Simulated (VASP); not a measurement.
## LiF (Griceite): excitons from the Bethe-Salpeter equation

Wanted: the lowest vertical excitons of LiF (Griceite) and its absorption. The cell is of the rock-salt type, one of the forms listed for this formula. The start is a cell from a database of measured crystal structures.

Method: PBE; plane waves and PAW (F_GW, Li_GW), in the first sound run; inputs show where later runs differ, in VASP 6.6.1.

**1. The starting structure**

Symmetry: Fm-3m, No. 225, cubic system. The conventional cell has a = 4.028 Å, b = 4.028 Å, c = 4.028 Å, α = 90.00°, β = 90.00°, γ = 90.00°. Nearest to F lie 6 Li at 2.01 Å. Nearest to Li lie 6 F at 2.01 Å. Farther neighbours and most contacts between anions are not listed.

**2. Ground state**

The orbitals come from a self-consistent PBE run with a tight EDIFF and a narrow smearing. KPOINTS_OPT adds the bands along a path, which shows whether the mesh holds the band edges.

INCAR reads:

```
SYSTEM = LiF
PREC = Accurate
ENCUT = 520
EDIFF = 1E-08
NELM = 100
ISMEAR = 0
SIGMA = 0.01
LREAL = .FALSE.
ALGO = Normal
GGA = PE
NBANDS = 10
LORBIT = 11
LWAVE = .TRUE.
LCHARG = .FALSE.
KPAR = 8
```

POSCAR reads:

```
LiF
1.0
    0.0000000000      2.0140000000      2.0140000000
    2.0140000000      0.0000000000      2.0140000000
    2.0140000000      2.0140000000      0.0000000000
F Li
1 1
Direct
    0.5000000000      0.5000000000      0.5000000000
    0.0000000000      0.0000000000      0.0000000000
```

KPOINTS reads:

```
Automatic mesh
0
Gamma
8 8 8
0 0 0
```

KPOINTS_OPT reads:

```
Line mode
12
Line-mode
Reciprocal
  0.00000000   0.00000000   0.00000000 GAMMA
  0.50000000   0.00000000   0.50000000 X

  0.50000000   0.00000000   0.50000000 X
  0.50000000   0.25000000   0.75000000 W

  0.50000000   0.25000000   0.75000000 W
  0.37500000   0.37500000   0.75000000 K

  0.37500000   0.37500000   0.75000000 K
  0.00000000   0.00000000   0.00000000 GAMMA

  0.00000000   0.00000000   0.00000000 GAMMA
  0.50000000   0.50000000   0.50000000 L

  0.50000000   0.50000000   0.50000000 L
  0.62500000   0.25000000   0.62500000 U

  0.62500000   0.25000000   0.62500000 U
  0.50000000   0.25000000   0.75000000 W

  0.50000000   0.25000000   0.75000000 W
  0.50000000   0.50000000   0.50000000 L

  0.50000000   0.50000000   0.50000000 L
  0.37500000   0.37500000   0.75000000 K

  0.62500000   0.25000000   0.62500000 U
  0.50000000   0.00000000   0.50000000 X
```

Potentials, in the order of the species: F_GW and Li_GW (PBE family, release 64).

Command:

```bash
$ mpirun -np 8 vasp_std
```

What it wrote:

```text
[banner, memory and clock lines left out]
running    8 mpi-ranks, on    1 nodes
 distrk:  each k-point on    1 cores,    8 groups
 distr:  one band on    1 cores,    1 groups

 POSCAR found type information on POSCAR F Li
 POSCAR found :  2 types and       2 ions
|                                                                             |
|           W    W    AA    RRRRR   N    N  II  N    N   GGGG   !!!           |
|           W    W   A  A   R    R  NN   N  II  NN   N  G    G  !!!           |
|           W    W  A    A  R    R  N N  N  II  N N  N  G       !!!           |
|           W WW W  AAAAAA  RRRRR   N  N N  II  N  N N  G  GGG   !            |
|           WW  WW  A    A  R   R   N   NN  II  N   NN  G    G                |
|           W    W  A    A  R    R  N    N  II  N    N   GGGG   !!!           |
|                                                                             |
|     For optimal performance we recommend to set                             |
|       NCORE = 2 up to number-of-cores-per-socket                            |
|     NCORE specifies how many cores store one orbital (NPAR=cpu/NCORE).      |
|     This setting can greatly improve the performance of VASP for DFT.       |
|     The default, NCORE=1 might be grossly inefficient on modern             |
|     multi-core architectures or massively parallel machines. Do your        |
|     Unfortunately you need to use the default for GW and RPA                |
|     calculations (for HF NCORE is supported but not extensively tested      |
|     yet).                                                                   |
|                                                                             |

 LDA part: xc-table for (Slater+PW92), standard interpolation
 POSCAR, INCAR and KPOINTS ok, starting setup
 FFT: planning ... GRIDC
 FFT: planning ... GRID_SOFT
 FFT: planning ... GRID
 WAVECAR not read
 entering main loop
       N       E                     dE             d eps       ncg     rms          rms(c)
DAV:   1     0.222929169479E+02    0.22293E+02   -0.54699E+03   612   0.758E+02
DAV:   2    -0.943162300843E+01   -0.31725E+02   -0.31124E+02   684   0.160E+02
DAV:   3    -0.100894414285E+02   -0.65782E+00   -0.65745E+00   656   0.218E+01
DAV:   4    -0.100912432398E+02   -0.18018E-02   -0.18018E-02   650   0.128E+00
DAV:   5    -0.100912505734E+02   -0.73335E-05   -0.73335E-05   674   0.751E-02    0.436E+00
DAV:   6    -0.960556217777E+01    0.48569E+00   -0.27028E+00   646   0.113E+01    0.147E+00
DAV:   7    -0.960890467709E+01   -0.33425E-02   -0.10635E-02   632   0.114E+00    0.890E-01
DAV:   8    -0.961457684519E+01   -0.56722E-02   -0.12245E-02   632   0.130E+00    0.899E-02
DAV:   9    -0.961473034257E+01   -0.15350E-03   -0.79720E-04   680   0.217E-01    0.457E-02
DAV:  10    -0.961472790938E+01    0.24332E-05   -0.22137E-04   650   0.107E-01    0.204E-03
DAV:  11    -0.961472880891E+01   -0.89953E-06   -0.18599E-06   680   0.141E-02    0.110E-03
DAV:  12    -0.961472883025E+01   -0.21343E-07   -0.64687E-08   660   0.291E-03    0.385E-04
DAV:  13    -0.961472885948E+01   -0.29230E-07   -0.19483E-08   612   0.110E-03    0.198E-04
DAV:  14    -0.961472888801E+01   -0.28530E-07   -0.15728E-09   394   0.368E-04    0.226E-05
DAV:  15    -0.961472888838E+01   -0.37255E-09   -0.50960E-11   390   0.687E-05
   1 F= -.96147289E+01 E0= -.96147289E+01  d E =-.300550E-78
 Start KPOINTS_OPT (optional k-point list driver)
k-point batch [1-29\120]
       N       E                     dE             ncg
DAV:   1    -0.121969631367E+04   -0.11675E+05      660
DAV:   2    -0.208066524362E+04   -0.86097E+03      640
DAV:   3    -0.210092778096E+04   -0.20263E+02      662
DAV:   4    -0.210098799856E+04   -0.60218E-01      670
DAV:   5    -0.210098821162E+04   -0.21306E-03      672
DAV:   6    -0.210098821278E+04   -0.11519E-05      676
DAV:   7    -0.210098821278E+04   -0.66175E-08      630
[...]
k-point batch [117-120\120]
       N       E                     dE             ncg
DAV:   1     0.942303031917E+04   -0.18889E+04       96
DAV:   2     0.933685113321E+04   -0.86179E+02       88
DAV:   3     0.933522821240E+04   -0.16229E+01       94
DAV:   4     0.933522396026E+04   -0.42521E-02       88
DAV:   5     0.933522394197E+04   -0.18291E-04       88
DAV:   6     0.933522394187E+04   -0.93101E-07       88
DAV:   7     0.933522394187E+04   -0.65120E-09       80
 writing wavefunctions
```

Run time: 2.4 s. Hardware: 8 MPI ranks of Intel Xeon 6975P-C (Granite Rapids), shared host; peak memory 1.1 GiB.

Lines that name or quote the potential files are left out of all logs, and their timing lines are given in words.

Parts of OUTCAR (step 2):

```text
ion  position               nearest neighbor table
   1  0.500  0.500  0.500-   2 2.01   2 2.01   2 2.01   2 2.01   2 2.01   2 2.01
   2  0.000  0.000  0.000-   1 2.01   1 2.01   1 2.01   1 2.01   1 2.01   1 2.01

  LATTYP: Found a face centered cubic cell.
 ALAT       =     4.0280000000

 Subroutine GETGRP returns: Found 48 space group operations
 (whereof 48 operations were pure point group operations)

The static configuration has the point symmetry O_h .

 Found     29 irreducible k-points:

   k-points           NKPTS =     29   k-points in BZ     NKDIM =     29   number of bands    NBANDS=     10

   dimension x,y,z NGX =    24 NGY =   24 NGZ =   24
   dimension x,y,z NGXF=    48 NGYF=   48 NGZF=   48

   ENCUT  =  520.0 eV  38.22 Ry    6.18 a.u.   5.30  5.30  5.30*2*pi/ulx,y,z

   NELECT =       8.0000    total number of electrons

 k-points in reciprocal lattice and weights: Automatic mesh
   0.00000000  0.00000000  0.00000000       0.002
   0.12500000  0.00000000  0.00000000       0.016
   0.25000000  0.00000000  0.00000000       0.016
   0.37500000  0.00000000  0.00000000       0.016
   0.50000000  0.00000000  0.00000000       0.008
   0.12500000  0.12500000  0.00000000       0.012
   0.25000000  0.12500000  0.00000000       0.047
   0.37500000  0.12500000  0.00000000       0.047
   0.50000000  0.12500000  0.00000000       0.047
[...]
-0.37500000  0.50000000  0.12500000       0.023
  -0.25000000  0.50000000  0.25000000       0.012

 average (electrostatic) potential at core
       1-114.5833       2  -3.4724

 E-fermi :  -3.0733

 k-point     1 :       0.0000    0.0000    0.0000
  band No.  band energies     occupation
      1     -23.2274      2.00000
      2      -3.2039      2.00000
      3      -3.2039      2.00000
      4      -3.2039      2.00000
      5       5.8447      0.00000
      6      20.7341      0.00000
      7      20.7341      0.00000
      8      20.7341      0.00000
      9      21.1179      0.00000
    ...

 k-point     2 :       0.1250    0.0000    0.0000
  band No.  band energies     occupation
      1     -23.1597      2.00000
      2      -3.6419      2.00000
      3      -3.2392      2.00000
      4      -3.2392      2.00000
      5       6.2863      0.00000
      6      17.3825      0.00000
      7      19.1097      0.00000
      8      19.1097      0.00000
      9      22.4361      0.00000
    ...

 k-point     3 :       0.2500    0.0000    0.0000
  band No.  band energies     occupation
      1     -22.9941      2.00000
      2      -4.5857      2.00000
      3      -3.3247      2.00000
      4      -3.3247      2.00000
      5       7.1149      0.00000
      6      14.7327      0.00000
      7      17.3309      0.00000
      8      17.3309      0.00000
      9      23.8356      0.00000
    ...

  Total       -0.0766341     -0.0766341     -0.0766341      0.0000000     -0.0000000      0.0000000
  in kB       -7.5149160     -7.5149160     -7.5149160      0.0000000     -0.0000000      0.0000000
  external PRESSURE =      -7.5149160 kB  Pullay stress =       0.0000000 kB

  energy-cutoff  :      520.00
  volume of cell :       16.34
      direct lattice vectors                 reciprocal lattice vectors
     0.000000000  2.014000000  2.014000000    -0.248262165  0.248262165  0.248262165
     2.014000000  0.000000000  2.014000000     0.248262165 -0.248262165  0.248262165
     2.014000000  2.014000000  0.000000000     0.248262165  0.248262165 -0.248262165

 POSITION                                       TOTAL-FORCE (eV/Angst)
 -----------------------------------------------------------------------------------
      2.01400      2.01400      2.01400        -0.000000     -0.000000      0.000000
      0.00000      0.00000      0.00000         0.000000      0.000000      0.000000
 -----------------------------------------------------------------------------------
    total drift:                               -0.000000     -0.000000      0.000000

  FREE ENERGIE OF THE ION-ELECTRON SYSTEM (eV)
  ---------------------------------------------------
  free  energy   TOTEN  =        -9.6147288884 eV

  energy  without entropy=       -9.6147288884  energy(sigma->0) =       -9.61472889

 total charge
# of ion       s       p       d       tot
------------------------------------------
    1        1.681   4.196   0.000   5.877
    2        0.117   0.250   0.096   0.463
--------------------------------------------------
tot          1.798   4.447   0.096   6.340

[... 3 further parts left out ...]
```

Numbers from this step:

```
free energy (TOTEN)               : -9.615 eV
Fermi energy                      : -3.073 eV
pressure                          : -0.7515 GPa
least gap on mesh and path        : 9.046 eV
least direct gap on mesh and path : 9.049 eV
```

The highest empty bands on the path are converged less tightly, to about 0.1 eV. The electronic bands at the labelled points (eV, zero at the valence-band top; v1 is the highest filled band, c1 the lowest empty one):

```csv
point,v3,v2,v1,c1,c2
Γ,0.00,0.00,0.00,9.05,23.93
0.55 of the way,-1.66,-0.59,-0.59,11.76,18.35
X,-3.02,-1.01,-1.01,14.81,16.46
0.55 of the way,-2.71,-1.40,-0.89,14.84,15.62
W,-2.09,-2.09,-0.81,15.05,15.05
0.55 of the way,-2.42,-1.70,-0.78,14.73,14.92
K,-2.51,-1.57,-0.74,14.47,14.90
0.55 of the way,-1.37,-0.63,-0.07,10.79,17.40
Γ,0.00,0.00,0.00,9.05,23.93
0.45 of the way,-1.21,-0.11,-0.11,10.18,18.30
L,-2.54,-0.24,-0.24,10.76,16.71
0.45 of the way,-2.42,-0.93,-0.40,11.91,15.99
U,-2.51,-1.57,-0.74,14.47,14.90
0.45 of the way,-2.42,-1.70,-0.78,14.73,14.92
W,-2.09,-2.09,-0.81,15.05,15.05
0.45 of the way,-2.32,-1.37,-0.53,12.78,15.62
L,-2.54,-0.24,-0.24,10.76,16.71
0.45 of the way,-2.42,-0.93,-0.40,11.91,15.99
K,-2.51,-1.57,-0.74,14.47,14.90
jump to U,-2.51,-1.57,-0.74,14.47,14.90
0.55 of the way,-2.91,-1.16,-0.95,14.82,15.91
X,-3.02,-1.01,-1.01,14.81,16.46
```

Of the projections kept (F, Li), the largest for each band there; the rest of the weight can lie on other orbitals:

```csv
point,v3,v2,v1,c1,c2
Γ,F 0.97,F 0.97,F 0.97,Li 0.72,Li 0.96
X,F 0.82,F 0.92,F 0.92,F 0.50,Li 1.00
W,F 0.86,F 0.86,F 0.93,Li 0.59,Li 0.59
K,F 0.84,F 0.89,F 0.93,Li 0.76,Li 0.54
Γ,F 0.97,F 0.97,F 0.97,Li 0.72,Li 0.96
L,F 0.85,F 0.95,F 0.95,Li 0.84,Li 0.52
```

The electronic bands as a text plot (rows in eV, shown from -3.0 to 14.9 only):

```
   14.5 |        ++++  +++                     ++  +          +++
   13.8 |       +                             +              +
   13.0 |      +          +                  +      +       +
   12.3 |     +            +                +        +     +
   11.5 |    +              ++             +          +   +
   10.8 |                     +       +++++            +++
   10.0 |  ++                  +     +
    9.3 |++                     +++++
    8.5 |
    7.8 |
    7.0 |
    6.3 |
    5.6 |
    4.8 |
    4.1 |
    3.3 |
    2.6 |
    1.8 |
    1.1 |
    0.3 |*                     *****
   -0.4 |******         ********** **************  ***********
   -1.2 |   *  *********    ***      *      **   **  **    ** ***
   -1.9 |    **      *********        **      *******        *
   -2.6 |      ******  ***              **********   ************
         Γ       X    W  K        Γ      L     U  W     L   K|U X
```

The cell has a gap of 9.05 eV on mesh and path.

**3. Empty bands**

The next step needs empty bands that the ground-state run didn't converge, so the Hamiltonian is diagonalised exactly for NBANDS bands, in a single step. LOPTICS writes the k-derivatives of the orbitals (WAVEDER), which give the long-wavelength limit of the screening.

INCAR reads:

```
SYSTEM = LiF
PREC = Accurate
ENCUT = 520
ISMEAR = 0
SIGMA = 0.01
LREAL = .FALSE.
GGA = PE
NBANDS = 40
ALGO = Exact
NELM = 1
LWAVE = .TRUE.
LCHARG = .FALSE.
LOPTICS = .TRUE.
NEDOS = 1000
CSHIFT = 0.1
```

POSCAR is that of step 2.

KPOINTS is that of step 2.

Command:

```bash
$ mpirun -np 8 vasp_std
```

What it wrote:

```text
[banner, memory and clock lines left out]
running    8 mpi-ranks, on    1 nodes
 distrk:  each k-point on    8 cores,    1 groups
 distr:  one band on    1 cores,    8 groups

 POSCAR found type information on POSCAR F Li
 POSCAR found :  2 types and       2 ions
 [... a notice as in an earlier step ...]

 LDA part: xc-table for (Slater+PW92), standard interpolation
 found WAVECAR, reading the header
  number of bands has changed, file:    10 present:    40
  trying to continue reading WAVECAR, but it might fail
 POSCAR, INCAR and KPOINTS ok, starting setup
 FFT: planning ... GRIDC
 FFT: planning ... GRID_SOFT
 FFT: planning ... GRID
 reading WAVECAR
 random initialization beyond band           10
 the WAVECAR file was read successfully
 initial charge from wavefunction
 entering main loop
       N       E                     dE             d eps       ncg     rms          rms(c)
DIA:   1    -0.961472888794E+01   -0.96147E+01    0.00000E+00     0   0.000E+00
   1 F= -.96147289E+01 E0= -.96147289E+01  d E =-.154590E-56
 writing wavefunctions
 optical routines
 imaginary and real dielectric function
 recalculating local potential from charge density
 direction            1
 direction            2
 direction            3
```

It took 2.6 s on 8 MPI ranks; peak memory 0.94 GiB.

OUTCAR, selected parts (step 3):

```text
The static configuration has the point symmetry O_h .

 Found     29 irreducible k-points:

   k-points           NKPTS =     29   k-points in BZ     NKDIM =     29   number of bands    NBANDS=     40

   NELECT =       8.0000    total number of electrons

 E-fermi :  -3.0941

 k-point     2 :       0.1250    0.0000    0.0000
  band No.  band energies     occupation
      1     -23.1597      2.00000
      2      -3.6419      2.00000
      3      -3.2392      2.00000
      4      -3.2392      2.00000
      5       6.2863      0.00000
      6      17.3825      0.00000
      7      19.1097      0.00000
      8      19.1097      0.00000
      9      22.4346      0.00000
    ...

  Total       -0.0766452     -0.0766452     -0.0766452      0.0000000      0.0000000     -0.0000000
  in kB       -7.5160097     -7.5160097     -7.5160097      0.0000000      0.0000000     -0.0000000
  external PRESSURE =      -7.5160097 kB  Pullay stress =       0.0000000 kB

 POSITION                                       TOTAL-FORCE (eV/Angst)
 -----------------------------------------------------------------------------------
      2.01400      2.01400      2.01400         0.000000      0.000000      0.000000
      0.00000      0.00000      0.00000        -0.000000     -0.000000     -0.000000
 -----------------------------------------------------------------------------------
    total drift:                               -0.000000     -0.000000      0.000000

  FREE ENERGIE OF THE ION-ELECTRON SYSTEM (eV)
  ---------------------------------------------------
  free  energy   TOTEN  =        -9.6147288879 eV

  energy  without entropy=       -9.6147288879  energy(sigma->0) =       -9.61472889

 plasma frequency squared (from intraband transitions) (eV^2)
  --------------------------------------------------------------------------------------
       0.000      -0.000       0.000
      -0.000       0.000       0.000
       0.000       0.000       0.000

[... 12 parts as in an earlier step ...]

[... 1 further part left out ...]
```

The gap is read on the k-mesh alone, so it is an upper bound where the band edges lie off the mesh.

This step gave:

```
gap on the k-mesh              : 9.049 eV
least direct gap on the k-mesh : 9.049 eV
```

WAVECAR now holds 40 bands for 8 electrons. Its independent-particle dielectric tensor has xx, yy, zz = 2.0, 2.0, 2.0 on this mesh, which isn't tested for convergence in mesh or bands and lacks local fields.

(Continued in part 2 of 3.)

[Lines on the potential files, build, host, timing and source positions are cut from VASP's logs without a mark.]

[Logs are printed without paths, hosts, clocks, repeated set-up lines and the standing remarks that a program may print on its own settings, such as how far it seeks lower states.]

[Hosts, paths, dates, database ids (printed as entryN), source tags and the programs' standing remarks are cut or masked in the printed files.]

[Pressures printed for these runs are not shown converged in the cutoff: they can be off by several GPa and have the wrong sign.]
